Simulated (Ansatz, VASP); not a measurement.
# One calculation of KRu3, two programs

Contents of INCAR:

```
PREC     = Accurate       # precision mode
ENCUT    = 600            # plane-wave cutoff, eV
EDIFF    = 1E-6           # SCF threshold, eV
ISMEAR   = 0              # smearing method
SIGMA    = 0.1            # smearing width, eV
LREAL    = False          # projectors in reciprocal space
LASPH    = True           # aspherical terms in the spheres
NELM     = 100            # most SCF steps
ALGO     = Normal         # electronic algorithm
ISIF     = 3              # what is computed and relaxed
LWAVE    = False          # write WAVECAR
LCHARG   = False          # write CHGCAR
GGA      = PE             # functional
IBRION   = 2              # ionic algorithm
NSW      = 90             # ionic steps
EDIFFG   = -0.04          # ionic threshold
```

File KPOINTS:

```
Automatic mesh
0
Gamma
  6 6 6
```

The input POSCAR:

```
KRu3
1.0
    0.0000000000      3.1837130541      3.1837130541
    3.1837130541      0.0000000000      3.1837130541
    3.1837130541      3.1837130541      0.0000000000
K Ru
1 3
Direct
    0.0000000000      0.0000000000      0.0000000000
    0.7500000000      0.7500000000      0.7500000000
    0.5000000000      0.5000000000      0.5000000000
    0.2500000000      0.2500000000      0.2500000000
```

Input for Ansatz:

```yaml
crystal:
  lattice:
    - [0.0, 3.1837130541, 3.1837130541]
    - [3.1837130541, 0.0, 3.1837130541]
    - [3.1837130541, 3.1837130541, 0.0]
  atoms:
    - { symbol: K, position: [0.0, 0.0, 0.0] }
    - { symbol: Ru, position: [0.75, 0.75, 0.75] }
    - { symbol: Ru, position: [0.5, 0.5, 0.5] }
    - { symbol: Ru, position: [0.25, 0.25, 0.25] }
basis:
  ecutwfc: 420
kpoints:
  mp_grid: { grid: [6, 6, 6] }
hamiltonian:
  xc: pbe
scf:
  occupations: { method: gaussian, width: 0.1 }
  lower_state_search: "off"
output:
  forces: true
  stress: true
  eigenvalues: true
relax:
  adjacent_minimum: "off"
  f_tol: 0.04
  max_steps: 70
  cell: { stress_tol: 0.4 }
```

Alike in both runs: task relaxation of cell and atoms; functional PBE; k mesh 6 × 6 × 6; occupations gaussian, width 0.1 eV; no spin polarisation.

|  | VASP | Ansatz |
| --- | --- | --- |
| version | VASP 6.6.1 | Ansatz 0.2.0 |
| potentials or method | VASP PAW PBE potentials, release 64 (K_sv, Ru_pv) | scalar-relativistic, plane waves, PAW |
| plane-wave cutoff (eV) | 600 | 420 |
| valence electrons in the cell | 51 | 57 |

|  | VASP | Ansatz | Ansatz less VASP |
| --- | --- | --- | --- |
| gap on the k mesh at the Fermi level, each at its own relaxed structure (eV) | none | none | - |
| relaxed volume (Å³/atom) | 16.24 | 16.18 | -0.058 |
| relaxed cell length with the largest relative difference (Å) | 4.512 | 4.507 | -0.0054 |

A gap of «none» marks a metal or a gap that the smearing closes. The two sets of potentials don't hold the same shells in valence.
